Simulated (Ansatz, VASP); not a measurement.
## Two plane-wave programs on Sb3Pb

The input INCAR:

```
ALGO     = Normal         # electronic algorithm
EDIFF    = 1E-7           # SCF threshold, eV
ENCUT    = 520            # plane-wave cutoff, eV
GGA      = PE             # functional
ISIF     = 2              # what is computed and relaxed
ISMEAR   = 0              # smearing method
LASPH    = True           # aspherical terms in the spheres
LCHARG   = False          # write CHGCAR
LREAL    = False          # projectors in reciprocal space
LWAVE    = False          # write WAVECAR
NBANDS   = 22             # bands
NELM     = 60             # most SCF steps
PREC     = Accurate       # precision mode
SIGMA    = 0.1            # smearing width, eV
```

Contents of KPOINTS:

```
k-points
0
Gamma
  10 10 10
```

File POSCAR:

```
Sb3Pb
1.0
   -3.2115693308      3.2115693308      3.2115693308
    3.2115693308     -3.2115693308      3.2115693308
    3.2115693308      3.2115693308     -3.2115693308
Sb Pb
3 1
Direct
    0.0000000000      0.5000000000      0.5000000000
    0.5000000000      0.0000000000      0.5000000000
    0.5000000000      0.5000000000      0.0000000000
    0.0000000000      0.0000000000      0.0000000000
```

Input for Ansatz:

```yaml
crystal:
  lattice:
    - [-3.2115693308, 3.2115693308, 3.2115693308]
    - [3.2115693308, -3.2115693308, 3.2115693308]
    - [3.2115693308, 3.2115693308, -3.2115693308]
  atoms:
    - { symbol: Sb, position: [0.0, 0.5, 0.5] }
    - { symbol: Sb, position: [0.5, 0.0, 0.5] }
    - { symbol: Sb, position: [0.5, 0.5, 0.0] }
    - { symbol: Pb, position: [0.0, 0.0, 0.0] }
basis:
  ecutwfc: 420
kpoints:
  mp_grid: { grid: [10, 10, 10] }
hamiltonian:
  xc: pbe
scf:
  occupations: { method: gaussian, width: 0.1 }
output:
  forces: true
  stress: true
  eigenvalues: true
```

Alike in both runs: task single point; functional PBE; k mesh 10 × 10 × 10; occupations gaussian, width 0.1 eV; no spin polarisation.

|  | VASP | Ansatz |
| --- | --- | --- |
| version | VASP 6.6.1 | Ansatz 0.2.0 |
| potentials or method | VASP PAW PBE potentials, release 64 (Sb, Pb_d) | scalar-relativistic, plane waves, PAW |
| plane-wave cutoff (eV) | 520 | 420 |
| valence electrons in the cell | 29 | 59 |

```tsv
	VASP	Ansatz	Ansatz less VASP
gap on the k mesh at the Fermi level (eV)	none	none	-
pressure (GPa)	-2.5	-2.5	+0.06
```

A gap of «none» marks a metal or a gap that the smearing closes. With one functional, cell and mesh, what is left measures potentials, basis and numerics. The two sets of potentials don't hold the same shells in valence.

The runs have no spin-orbit coupling, so splittings on Pb, Sb are missing.
